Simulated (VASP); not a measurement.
## Zr: single point with PBEsol

Crystal: Zr.

```
CELL_PARAMETERS angstrom
3.18434 0.00000 0.00000
-1.59217 2.75772 0.00000
0.00000 0.00000 5.11895
ATOMIC_POSITIONS crystal
Zr 0.33333 0.66667 0.25000
Zr 0.66667 0.33333 0.75000
```

- Program: VASP 6.6.1
- Task: single point
- Functional: PBEsol
- Potentials or basis: VASP PAW PBE potentials, release 64 (Zr_sv)
- Cutoff: 520 eV
- k mesh: 24 × 24 × 12
- Occupations: gaussian, width 0.1 eV
- Spin: no spin polarisation

* Pressure: 0.0 GPa
* Band gap on the k mesh: none (metal or under the smearing width)

Stress tensor (GPa, compression positive):
```
 0.03  0.00  0.00
 0.00  0.03  0.00
 0.00  0.00 -0.11
```

Levels at points of the mesh, in eV from the Fermi level:
```
           k point  band 9  band 10  band 11  band 12  band 13  band 14  band 15  band 16
(0.00, 0.00, 0.00)   -5.74    -3.15     0.87     0.87     0.93     1.24     1.58     1.58
(0.50, 0.00, 0.00)   -2.71    -2.57    -2.27    -0.11     0.57     0.76     1.47     5.17
(0.50, 0.50, 0.00)   -2.71    -2.57    -2.27    -0.11     0.57     0.76     1.47     5.17
(0.00, 0.00, 0.50)   -4.01    -4.01    -0.01    -0.01     0.79     0.79     0.79     0.79
(0.50, 0.00, 0.50)   -2.99    -2.99    -1.16    -1.16     1.77     1.77     2.30     2.30
(0.50, 0.50, 0.50)   -2.99    -2.99    -1.16    -1.16     1.77     1.77     2.30     2.30
```

It took 5.2 min on 1 thread of Intel(R) Xeon(R) Platinum 8488C (Sapphire Rapids) (shared host), peak memory 0.77 GiB.

Caveat: the PAW data sets were made with another functional, which shifts forces and pressure a little.
